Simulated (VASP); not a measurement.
OSZICAR of a VASP run on ReS2 (relaxed from the 3R-MoS2 structure, space group R3m):

**OSZICAR**
```
       N       E                     dE             d eps       ncg     rms          rms(c)
DAV:   1     0.658608549263E+02    0.65861E+02   -0.76773E+03  4866   0.123E+03
DAV:   2    -0.197141714419E+02   -0.85575E+02   -0.81419E+02  5240   0.255E+02
DAV:   3    -0.241181176256E+02   -0.44039E+01   -0.43482E+01  4555   0.656E+01
DAV:   4    -0.243535960928E+02   -0.23548E+00   -0.22643E+00  4917   0.116E+01
DAV:   5    -0.243618773929E+02   -0.82813E-02   -0.82280E-02  4431   0.202E+00    0.380E+01
DAV:   6    -0.235066144997E+02    0.85526E+00   -0.54417E+00  5336   0.704E+01    0.138E+01
DAV:   7    -0.234058174234E+02    0.10080E+00   -0.45395E+00  5216   0.539E+01    0.115E+01
DAV:   8    -0.230862389276E+02    0.31958E+00   -0.72342E-01  5216   0.260E+01    0.172E+00
DAV:   9    -0.230863108482E+02   -0.71921E-04   -0.71274E-02  5432   0.388E+00    0.585E-01
DAV:  10    -0.230854468163E+02    0.86403E-03   -0.32518E-03  4862   0.118E+00    0.999E-02
DAV:  11    -0.230854532173E+02   -0.64010E-05   -0.30701E-04  4385   0.136E-01    0.307E-02
DAV:  12    -0.230854573447E+02   -0.41274E-05   -0.31244E-05  4860   0.577E-02    0.134E-02
DAV:  13    -0.230854582420E+02   -0.89734E-06   -0.36248E-06  2946   0.174E-02
   1 F= -.23085458E+02 E0= -.23086041E+02  d E =-.230855E+02
       N       E                     dE             d eps       ncg     rms          rms(c)
DAV:   1    -0.230856154584E+02   -0.15811E-03   -0.22435E-02  5104   0.209E+00    0.124E-01
DAV:   2    -0.230855869672E+02    0.28491E-04   -0.70693E-04  5104   0.452E-01    0.538E-02
DAV:   3    -0.230855689476E+02    0.18020E-04   -0.87613E-05  5040   0.232E-01    0.455E-02
DAV:   4    -0.230855625951E+02    0.63525E-05   -0.13754E-05  4214   0.558E-02    0.258E-02
DAV:   5    -0.230855604727E+02    0.21224E-05   -0.10263E-05  4441   0.378E-02    0.393E-03
DAV:   6    -0.230855602911E+02    0.18160E-06   -0.47970E-07  1703   0.164E-02
   2 F= -.23085560E+02 E0= -.23086181E+02  d E =-.102049E-03
       N       E                     dE             d eps       ncg     rms          rms(c)
DAV:   1    -0.230855680825E+02   -0.76098E-05   -0.15500E-03  5104   0.549E-01    0.334E-02
DAV:   2    -0.230855660668E+02    0.20157E-05   -0.50584E-05  5059   0.123E-01    0.135E-02
DAV:   3    -0.230855647567E+02    0.13101E-05   -0.53945E-06  2845   0.642E-02    0.121E-02
DAV:   4    -0.230855643659E+02    0.39075E-06   -0.72284E-07  1688   0.144E-02
   3 F= -.23085564E+02 E0= -.23086194E+02  d E =-.106124E-03
       N       E                     dE             d eps       ncg     rms          rms(c)
DAV:   1    -0.230856551792E+02   -0.90423E-04   -0.18588E-02  4539   0.365E+00    0.223E-01
DAV:   2    -0.230856000814E+02    0.55098E-04   -0.57947E-04  4710   0.221E-01    0.120E-01
DAV:   3    -0.230855725265E+02    0.27555E-04   -0.13253E-04  5152   0.341E-01    0.304E-02
DAV:   4    -0.230855650159E+02    0.75107E-05   -0.32632E-05  5247   0.141E-01    0.901E-03
DAV:   5    -0.230855651555E+02   -0.13962E-06   -0.18801E-06  1726   0.292E-02
   4 F= -.23085565E+02 E0= -.23086220E+02  d E =-.789532E-06
       N       E                     dE             d eps       ncg     rms          rms(c)
DAV:   1    -0.230856138680E+02   -0.48852E-04   -0.43966E-03  4544   0.177E+00    0.108E-01
DAV:   2    -0.230856020560E+02    0.11812E-04   -0.13510E-04  4702   0.104E-01    0.583E-02
DAV:   3    -0.230855952075E+02    0.68484E-05   -0.30146E-05  5128   0.160E-01    0.141E-02
DAV:   4    -0.230855932371E+02    0.19704E-05   -0.47364E-06  2627   0.680E-02    0.361E-03
DAV:   5    -0.230855929840E+02    0.25310E-06   -0.88187E-07  1538   0.184E-02
   5 F= -.23085593E+02 E0= -.23086236E+02  d E =-.286180E-04
```

Task: Which electronic solver shows in the log?

Result: It is blocked Davidson (ALGO = Normal, or the opening steps of other solvers). The INCAR had ALGO = Normal.

Task: Can the final energy be trusted as converged?

Result: Self-consistency was reached. It stopped with EDIFF = 1E-6, NELM = 100, NSW = 60 and EDIFFG = -0.02 after 5 ionic steps (PBEsol GGA, plane waves, VASP's PBE PAW potentials (set 64)). Without a dispersion term in the relaxation, distances and binding between the weakly bound layers, chains or molecules are unreliable, and so is what depends on them.

The structure was generated: ReS2 was put into the 3R-MoS2 type (R3m), which need not be its known phase. This run relaxes it. Symmetry was kept, so distortions that lower it aren't found. The start is the result of an earlier pass. The electron count is odd and the run is not spin-polarised, which forces a metal.
